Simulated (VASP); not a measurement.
Method: LDA (Ceperley-Alder, Perdew-Zunger), VASP's LDA PAW potentials (set 64) (plane waves; VASP).

Input for VASP

File KPOINTS:
```
Automatic mesh
0
Gamma
12 12 12
0 0 0
```

**INCAR**
```
! general
SYSTEM =Pb
PREC   =Accurate
ENCUT  =400   ! plane-wave cut-off (eV)
LREAL  =.FALSE.   ! projection in real space or not
LASPH  =.TRUE.   ! aspherical one-centre terms

! electronic loop
EDIFF  =1E-8   ! SCF stop (eV)
NELM   =100   ! most electronic steps
ALGO   =Normal   ! blocked Davidson
LMAXMIX=4

! smearing
ISMEAR =1   ! Methfessel-Paxton
SIGMA  =0.1   ! width (eV)

! ions
IBRION =1
NSW    =30   ! most ionic steps
ISIF   =2
EDIFFG =-0.001

! output
LWAVE  =.FALSE.
LCHARG =.FALSE.
```

POSCAR:
```
Pb
1
    0.0000000000     2.4444870779     2.4444870779
    2.4444870779    -0.0000000000     2.4444870779
    2.4444870779     2.4444870779     0.0000000000
Pb
1
Direct
  0.0000000000   0.0000000000   0.0000000000
```

POTCAR, in this order: Pb_d (LDA.64 set). Program: vasp_std.

Unless said otherwise, spin-orbit coupling is left out, though it shifts the bands of the heavy elements here.

Question: Predict the energy per atom (σ→0), band gap (on the k-mesh).

Answer: 
```
Item                                                        Result
------------------------  ----------------------------------------
energy per atom (σ→0)                               -4.236 eV/atom
band gap (on the k-mesh)  none (metal, semimetal or under 0.01 eV)
```

File OSZICAR:
```
...
DAV:   5    -0.425255605332E+01   -0.41449E-02   -0.41446E-02  2036   0.237E+00    0.581E-01
DAV:   6    -0.424008574727E+01    0.12470E-01   -0.17729E-02  1945   0.261E+00    0.275E-01
DAV:   7    -0.423669500552E+01    0.33907E-02   -0.69602E-03  1881   0.152E+00    0.811E-02
DAV:   8    -0.423641564375E+01    0.27936E-03   -0.30129E-04  2111   0.363E-01    0.818E-03
DAV:   9    -0.423641450333E+01    0.11404E-05   -0.76964E-06  2031   0.527E-02    0.358E-03
DAV:  10    -0.423641462259E+01   -0.11925E-06   -0.24849E-07  1835   0.523E-03    0.106E-04
DAV:  11    -0.423641462268E+01   -0.92768E-10   -0.58802E-09  1102   0.973E-04
   1 F= -.42364146E+01 E0= -.42358789E+01  d E =-.423641E+01
```

The compound is Pb in the fcc structure. It was relaxed first. The start is the result of an earlier pass.
